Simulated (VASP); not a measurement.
Output of a VASP run:

### OSZICAR
```
       N       E                     dE             d eps       ncg     rms          rms(c)
DAV:   1     0.244685677221E+03    0.24469E+03   -0.18036E+04   800   0.158E+03
DAV:   2    -0.169898441319E+02   -0.26168E+03   -0.25172E+03  1040   0.388E+02
DAV:   3    -0.267815753494E+02   -0.97917E+01   -0.97696E+01   968   0.755E+01
DAV:   4    -0.270753133550E+02   -0.29374E+00   -0.29325E+00  1320   0.109E+01
DAV:   5    -0.270778395847E+02   -0.25262E-02   -0.25261E-02   944   0.100E+00    0.828E+00
DAV:   6    -0.252271391487E+02    0.18507E+01   -0.76541E+00   892   0.216E+01    0.410E+00
DAV:   7    -0.252051126951E+02    0.22026E-01   -0.25952E-01  1060   0.347E+00    0.264E+00
DAV:   8    -0.251967851313E+02    0.83276E-02   -0.64652E-02   944   0.278E+00    0.295E-01
DAV:   9    -0.251961668604E+02    0.61827E-03   -0.16203E-02  1000   0.947E-01    0.123E-01
DAV:  10    -0.251963228082E+02   -0.15595E-03   -0.14776E-03  1052   0.309E-01    0.803E-02
DAV:  11    -0.251963562681E+02   -0.33460E-04   -0.19436E-04   960   0.111E-01    0.376E-02
DAV:  12    -0.251963388325E+02    0.17436E-04   -0.11044E-04   932   0.750E-02    0.354E-03
DAV:  13    -0.251963390493E+02   -0.21673E-06   -0.18955E-06   972   0.112E-02    0.203E-03
DAV:  14    -0.251963388515E+02    0.19781E-06   -0.20781E-07   736   0.374E-03    0.160E-03
DAV:  15    -0.251963388877E+02   -0.36234E-07   -0.18480E-08   620   0.122E-03
   1 F= -.25196339E+02 E0= -.25196339E+02  d E =-.208882E-21
```

**OUTCAR**
```
------------------------ aborting loop because EDIFF is reached ----------------------------------------
  FORCE on cell =-STRESS in cart. coord.  units (eV):
  Direction    XX          YY          ZZ          XY          YZ          ZX
  --------------------------------------------------------------------------------------
  Total        1.9503133      1.9503133      1.9503133     -0.0000000     -0.0000000      0.0000000
  in kB       52.5189103     52.5189103     52.5189103     -0.0000000     -0.0000000      0.0000000
  external PRESSURE =      52.5189103 kB  Pullay stress =       0.0000000 kB
  volume of cell :       59.50
      direct lattice vectors                 reciprocal lattice vectors
     3.903909627  0.000000000  0.000000000     0.256153471  0.000000000  0.000000000
     0.000000000  3.903909627  0.000000000     0.000000000  0.256153471  0.000000000
     0.000000000  0.000000000  3.903909627     0.000000000  0.000000000  0.256153471
 POSITION                                       TOTAL-FORCE (eV/Angst)
 -----------------------------------------------------------------------------------
      0.00000      0.00000      0.00000         0.000000      0.000000      0.000000
      1.95195      1.95195      1.95195         0.000000      0.000000      0.000000
      1.95195      0.00000      1.95195         0.000000      0.000000      0.000000
      0.00000      1.95195      1.95195         0.000000      0.000000      0.000000
      1.95195      1.95195      0.00000         0.000000      0.000000      0.000000
 -----------------------------------------------------------------------------------
    total drift:                                0.000000      0.000000     -0.000000
  FREE ENERGIE OF THE ION-ELECTRON SYSTEM (eV)
  ---------------------------------------------------
  free  energy   TOTEN  =       -25.1963388877 eV

  energy  without entropy=      -25.1963388877  energy(sigma->0) =      -25.19633889
```
(Selected blocks of OUTCAR.)

### POSCAR
```
KMgF3
1
    3.9039096270     0.0000000000     0.0000000000
    0.0000000000     3.9039096270     0.0000000000
    0.0000000000     0.0000000000     3.9039096270
K Mg F
1 1 3
Direct
  0.0000000000   0.0000000000   0.0000000000
  0.5000000000   0.5000000000   0.5000000000
  0.5000000000   0.0000000000   0.5000000000
  0.0000000000   0.5000000000   0.5000000000
  0.5000000000   0.5000000000   0.0000000000
```

**Question.** Reconstruct the remaining input files.

**Answer.** Several could match; the one computed here: the input of the run itself, PBEsol GGA, plane waves, VASP's PBE PAW potentials (set 64).

### INCAR
```
SIGMA  =  0.05   ! width (eV)
LASPH  =  .TRUE.
ISMEAR  =  0   ! Gaussian
LREAL  =  .FALSE.
LWAVE  =  .FALSE.
EDIFF  =  1E-7   ! SCF stop (eV)
ENCUT  =  520   ! plane-wave cut-off (eV)
GGA  =  PS
ALGO  =  Normal   ! blocked Davidson
LCHARG  =  .FALSE.
PREC  =  Accurate
NELM  =  100   ! most electronic steps
ISIF  =  2   ! forces and stress, cell fixed
SYSTEM  =  KMgF3
```

### KPOINTS
```
Automatic mesh
0
Gamma
6 6 6
0 0 0
```

POTCAR, in this order: K_sv Mg F (PBE.64 set). Program: vasp_std.

The compound is KMgF3 in the cubic perovskite structure. This cell is one point of a volume scan, at 0.94 of the reference volume.
